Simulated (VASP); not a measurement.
OSZICAR of a VASP run on BP (zinc blende):

**OSZICAR**
```
       N       E                     dE             d eps       ncg     rms          rms(c)
DAV:   1     0.950062217256E+01    0.95006E+01   -0.39131E+03   560   0.840E+02
DAV:   2    -0.133914843478E+02   -0.22892E+02   -0.21953E+02   912   0.108E+02
DAV:   3    -0.136340028213E+02   -0.24252E+00   -0.24252E+00   664   0.144E+01
DAV:   4    -0.136344846688E+02   -0.48185E-03   -0.48185E-03   880   0.644E-01
DAV:   5    -0.136344849089E+02   -0.24014E-06   -0.24014E-06   688   0.136E-02    0.720E+00
DAV:   6    -0.130275633429E+02    0.60692E+00   -0.16343E+00   600   0.698E+00    0.393E+00
DAV:   7    -0.129372031584E+02    0.90360E-01   -0.25798E-01   848   0.309E+00    0.129E+00
DAV:   8    -0.129290893283E+02    0.81138E-02   -0.28372E-02   600   0.116E+00    0.217E-01
DAV:   9    -0.129293980516E+02   -0.30872E-03   -0.50341E-04   784   0.205E-01    0.122E-01
DAV:  10    -0.129295953320E+02   -0.19728E-03   -0.29299E-04   632   0.135E-01    0.270E-02
DAV:  11    -0.129296056110E+02   -0.10279E-04   -0.13241E-05   800   0.315E-02    0.316E-02
DAV:  12    -0.129296063360E+02   -0.72497E-06   -0.30446E-06   568   0.114E-02
   1 F= -.12929606E+02 E0= -.12929606E+02  d E =-.535988E-14
```

Q: Which electronic solver shows in the log?

A: It is blocked Davidson (ALGO = Normal, or the opening steps of other solvers). The INCAR had ALGO = Normal.

Q: Can the final energy be trusted as converged?

A: Self-consistency was reached. It stopped with EDIFF = 1E-6, NELM = 100 (PBE GGA, plane waves, VASP's PBE PAW potentials (set 64)).

The compound is BP in the zinc blende structure. The cell was not relaxed at this level. The run is one of a series of settings (ENCUT = 475 against the base run), some of them coarse on purpose.
